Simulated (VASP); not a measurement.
Computed with MS2 meta-GGA, VASP's PBE PAW potentials (set 64) (plane waves; VASP).

VASP input:

**POSCAR**
```
Ni
1.0
  0.0000000000   1.7600000000   1.7600000000
  1.7600000000   0.0000000000   1.7600000000
  1.7600000000   1.7600000000   0.0000000000
Ni
1
direct
  0.0000000000   0.0000000000   0.0000000000
```

### INCAR
```
# general
SYSTEM   =  Ni
PREC     =  Accurate
ENCUT    =  520   # plane-wave cut-off (eV)
LREAL    =  F   # projection in real space or not
LASPH    =  T   # aspherical one-centre terms

# electronic loop
EDIFF    =  1E-6
NELM     =  100   # most electronic steps
ALGO     =  Normal   # blocked Davidson
LMAXMIX  =  4   # l cut-off of mixed one-centre charges
LMIXTAU  =  T

# smearing
ISMEAR   =  1
SIGMA    =  0.1

# functional
METAGGA  =  MS2

# spin
ISPIN    =  2   # spin-polarised
MAGMOM   =  0.8

# ions
IBRION   =  2
NSW      =  60   # most ionic steps
ISIF     =  3   # ions, shape and volume
EDIFFG   =  -0.01

# output
LWAVE    =  F
LCHARG   =  F
LORBIT   =  10
```

### KPOINTS
```
Automatic mesh
0
Gamma
 16 16 16
```

POTCAR, in this order: Ni (PBE.64 set). Program: vasp_std.

Energy and stress use the plane-wave basis of the starting cell.

Problem. What does the run give for the energy per atom (σ→0), cell moment, volume per atom, band gap (on the k-mesh)?

Solution. 
```yaml
energy per atom (σ→0): -7.788 eV/atom
cell_moment: 0.78 μB
band gap (on the k-mesh): none (metal, semimetal or under 0.01 eV)
volume_per_atom: 10.40 Å³/atom
```

**OSZICAR**
```
...
DAV:   2    -0.778804395993E+01    0.13767E-03   -0.29602E-03  5511   0.892E-01    0.723E-02
DAV:   3    -0.778798090021E+01    0.63060E-04   -0.51715E-04  5527   0.393E-01    0.211E-02
DAV:   4    -0.778797625175E+01    0.46485E-05   -0.49788E-06  5420   0.264E-02    0.999E-03
DAV:   5    -0.778797298713E+01    0.32646E-05   -0.16742E-06  3936   0.161E-02    0.234E-03
DAV:   6    -0.778797466273E+01   -0.16756E-05   -0.65639E-08  2616   0.409E-03    0.138E-03
DAV:   7    -0.778797313176E+01    0.15310E-05   -0.25482E-08  2617   0.234E-03    0.568E-04
DAV:   8    -0.778797389002E+01   -0.75826E-06   -0.99951E-09  2615   0.165E-03
   4 F= -.77879739E+01 E0= -.77882202E+01  d E =-.165000E-01  mag=     0.7842
```

The compound is Ni in the fcc structure. This run relaxes it. Symmetry was kept, so distortions that lower it aren't found.
